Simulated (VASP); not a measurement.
Output of a VASP run:

### OUTCAR
```
 ion  position               nearest neighbor table
   1  0.317  0.664  0.877-   6 2.65   6 2.68   6 2.76   4 3.56
   2  0.665  0.331  0.380-   5 2.71   5 2.71   5 2.75   3 3.62
   3  0.672  0.331  0.121-   5 2.69   5 2.70   5 2.76   2 3.62
   4  0.348  0.680  0.622-   6 2.65   6 2.73   6 2.74   1 3.56
   5  0.326  0.672  0.250-   3 2.69   3 2.70   2 2.71   2 2.71   2 2.75   3 2.76
   6  0.672  0.322  0.750-   1 2.65   4 2.65   1 2.68   4 2.73   4 2.74   1 2.76
  LATTYP: Found a hexagonal cell.
 ALAT       =     3.5199996351
 C/A-ratio  =     3.9659095020
 Subroutine PRICEL returns:
 Original cell was already a primitive cell.
 Subroutine GETGRP returns: Found  1 space group operations
The static configuration has the point symmetry C_1 .
The dynamic configuration has the point symmetry C_1 .
 Subroutine INISYM returns: Found  1 space group operations
 Subroutine IBZKPT returns following result:
 Found     13 irreducible k-points:

 Following reciprocal coordinates:
            Coordinates               Weight
  0.000000  0.000000  0.000000      1.000000
  0.200000 -0.000000  0.000000      2.000000
 -0.000000  0.200000  0.000000      2.000000
 -0.200000  0.200000  0.000000      2.000000
  0.400000 -0.000000  0.000000      2.000000
 -0.000000  0.400000  0.000000      2.000000
 -0.400000  0.400000  0.000000      2.000000
  0.200000  0.200000  0.000000      2.000000
 -0.200000  0.400000  0.000000      2.000000
 -0.400000  0.200000  0.000000      2.000000
  0.400000  0.200000  0.000000      2.000000
 -0.200000 -0.400000  0.000000      2.000000
  0.400000  0.400000  0.000000      2.000000
   k-points           NKPTS =     13   k-points in BZ     NKDIM =     13   number of bands    NBANDS=     31
   number of dos      NEDOS =    301   number of ions     NIONS =      6
   total plane-waves  NPLWV =  32000
   dimension x,y,z NGX =    20 NGY =   20 NGZ =   80
   dimension x,y,z NGXF=    40 NGYF=   40 NGZF=  160
   ions per type =               4   2
   PREC   = accura    normal or accurate (medium, high low for compatibility)
   ISTART =      0    job   : 0-new  1-cont  2-samecut
   ICHARG =      2    charge: 1-file 2-atom 10-const
   ISPIN  =      1    spin polarized calculation?
   LNONCOLLINEAR =      F non collinear calculations
   LSORBIT =      F    spin-orbit coupling
   INIWAV =      1    electr: 0-lowe 1-rand  2-diag
   ENCUT  =  300.0 eV  22.05 Ry    4.70 a.u.   4.97  4.97 19.72*2*pi/ulx,y,z
   NELM   =    100;   NELMIN=  2; NELMDL= -5     # of ELM steps
   EDIFF  = 0.1E-05   stopping-criterion for ELM
   LREAL  =      F    real-space projection
   NLSPLINE    = F    spline interpolate recip. space projectors
   LMAXMIX     =    4 max onsite mixed and CHGCAR
   VOSKOWN=      0    Vosko Wilk Nusair interpolation
   EDIFFG = 0.1E-04   stopping-criterion for IOM
   NSW    =      0    number of steps for IOM
   NBLOCK =      1;   KBLOCK =      1    inner block; outer block
   IBRION =     -1    ionic relax: 0-MD 1-quasi-New 2-CG
   NFREE  =      0    steps in history (QN), initial steepest desc. (CG)
   ISIF   =      2    stress and relaxation
   ISYM   =      2    0-nonsym 1-usesym 2-fastsym
   TEIN   =    0.0    initial temperature
   TEBEG  =    0.0;   TEEND  =   0.0 temperature during run
   SMASS  =  -3.00    Nose mass-parameter (am)
   PSTRESS=    0.0 pullay stress
   NELECT =      52.0000    total number of electrons
   EFERMI =   0.00;   METHOD = LEGACY
   ISMEAR =    -1;   SIGMA  =   0.05  broadening in eV -4-tet -1-fermi 0-gaus
   IALGO  =     38    algorithm
   LDIAG  =      T    sub-space diagonalisation (order eigenvalues)
   IMIX   =      4    mixing-type and parameters
     AMIX     =   0.40;   BMIX     =  1.00
     AMIX_MAG =   1.60;   BMIX_MAG =  1.00
     AMIN     =   0.10
   GGA     = PS    functional components
   VOSKOWN =     0    Vosko Wilk Nusair interpolation
   LHFCALC =     F    Hartree Fock is set to
   LHFONE  =     F    Hartree Fock one center treatment
   AEXX    =    0.0000 exact exchange contribution
   IVDW    =     0    specifies the selected vdW correction
...
```

**OSZICAR**
```
       N       E                     dE             d eps       ncg     rms          rms(c)
DAV:   1     0.273045545884E+03    0.27305E+03   -0.21310E+04  1038   0.975E+02
DAV:   2    -0.242317374468E+02   -0.29728E+03   -0.29079E+03  1012   0.278E+02
DAV:   3    -0.402893159394E+02   -0.16058E+02   -0.15609E+02   992   0.543E+01
DAV:   4    -0.407175720584E+02   -0.42826E+00   -0.42583E+00   992   0.884E+00
DAV:   5    -0.407321646607E+02   -0.14593E-01   -0.14583E-01  1012   0.162E+00    0.228E+01
DAV:   6    -0.398272822590E+02    0.90488E+00   -0.10405E+01   911   0.154E+01    0.926E+00
DAV:   7    -0.397287350525E+02    0.98547E-01   -0.99538E+00   874   0.124E+01    0.658E+00
DAV:   8    -0.392667975879E+02    0.46194E+00   -0.19479E+00   896   0.616E+00    0.312E+00
DAV:   9    -0.392677520452E+02   -0.95446E-03   -0.33735E-01  1111   0.236E+00    0.133E+00
DAV:  10    -0.392605305376E+02    0.72215E-02   -0.44424E-02  1009   0.999E-01    0.323E-01
DAV:  11    -0.392607172583E+02   -0.18672E-03   -0.60052E-03  1100   0.379E-01    0.317E-01
DAV:  12    -0.392605885358E+02    0.12872E-03   -0.11461E-03  1103   0.169E-01    0.230E-01
DAV:  13    -0.392605457468E+02    0.42789E-04   -0.18940E-04   974   0.702E-02    0.976E-02
DAV:  14    -0.392605289379E+02    0.16809E-04   -0.41961E-05  1033   0.306E-02    0.798E-02
DAV:  15    -0.392605248506E+02    0.40873E-05   -0.83317E-06   968   0.123E-02    0.444E-02
DAV:  16    -0.392605216218E+02    0.32288E-05   -0.55277E-06   798   0.115E-02    0.247E-02
DAV:  17    -0.392605213619E+02    0.25995E-06   -0.36871E-07   487   0.310E-03
   1 F= -.39260521E+02 E0= -.39260431E+02  d E =-.181401E-03
```

OUTCAR:
```
------------------------ aborting loop because EDIFF is reached ----------------------------------------
  FORCE on cell =-STRESS in cart. coord.  units (eV):
  Direction    XX          YY          ZZ          XY          YZ          ZX
  --------------------------------------------------------------------------------------
  Total        0.0954102     -1.6350381      0.8006560      0.1073334     -0.6623943      1.1517354
  in kB        1.0204786    -17.4878792      8.5635777      1.1480059     -7.0847714     12.3186179
  external PRESSURE =      -2.6346076 kB  Pullay stress =       0.0000000 kB
  volume of cell :      149.80
      direct lattice vectors                 reciprocal lattice vectors
     1.760000000 -3.048409000  0.000000000     0.284090909 -0.164019986  0.000000000
     1.760000000  3.048409000  0.000000000     0.284090909  0.164019986  0.000000000
     0.000000000  0.000000000 13.960000000     0.000000000  0.000000000  0.071633238
 POSITION                                       TOTAL-FORCE (eV/Angst)
 -----------------------------------------------------------------------------------
      1.72763      1.05775     12.24140         0.172449     -0.641063      0.423836
      1.75262     -1.01829      5.30515         0.024970      0.267324     -0.230737
      1.76500     -1.03770      1.68775        -0.063556      0.390443      0.095313
      1.80916      1.01147      8.68178        -0.424926     -0.354286     -0.139833
      1.75615      1.05373      3.49103         0.039333     -0.665595      0.129816
      1.74943     -1.06696     10.47289         0.251730      1.003178     -0.278396
 -----------------------------------------------------------------------------------
    total drift:                                0.000125      0.000110     -0.000079
  FREE ENERGIE OF THE ION-ELECTRON SYSTEM (eV)
  ---------------------------------------------------
  free  energy   TOTEN  =       -39.2605213619 eV

  energy  without entropy=      -39.2603399613  energy(sigma->0) =      -39.26043066
```
(Selected blocks of OUTCAR.)

### POSCAR
```
MoTe2
1
    1.7600000000    -3.0484090000     0.0000000000
    1.7600000000     3.0484090000     0.0000000000
    0.0000000000     0.0000000000    13.9600000000
Te Mo
4 2
Direct
  0.3173130000   0.6642960000   0.8768910000
  0.6649240000   0.3308850000   0.3800250000
  0.6716240000   0.3312160000   0.1208990000
  0.3480640000   0.6798660000   0.6219040000
  0.3260740000   0.6717410000   0.2500740000
  0.6720000000   0.3219960000   0.7502070000
```

### Question
Reconstruct the remaining input files.

### Answer
This is not unique; one that fits is the input of the run itself, PBEsol GGA, plane waves, VASP's PBE PAW potentials (set 64).

KPOINTS:
```
Automatic mesh
0
Gamma
5 5 1
0 0 0
```

**INCAR**
```
ALGO = Normal
EDIFF = 1E-6
ENCUT = 300
GGA = PS
ISIF = 2
ISMEAR = -1
LASPH = T
LCHARG = F
LMAXMIX = 4
LREAL = F
LWAVE = F
NELM = 100
PREC = Accurate
SIGMA = 0.05
SYSTEM = MoTe2
```

POTCAR, in this order: Te Mo_sv (PBE.64 set). Program: vasp_std.

At this cut-off the stress carries a Pulay error, which pulls relaxed volumes low.

The structure is a typed MoTe2 crystal. The cell was not relaxed at this level, atoms are displaced from their ideal sites. The k-mesh is coarse (spacing up to 0.45 per Å, 2π included), so the numbers may not be converged in it. The run is one of a series of settings (GGA = PS against the base run), some of them coarse on purpose.
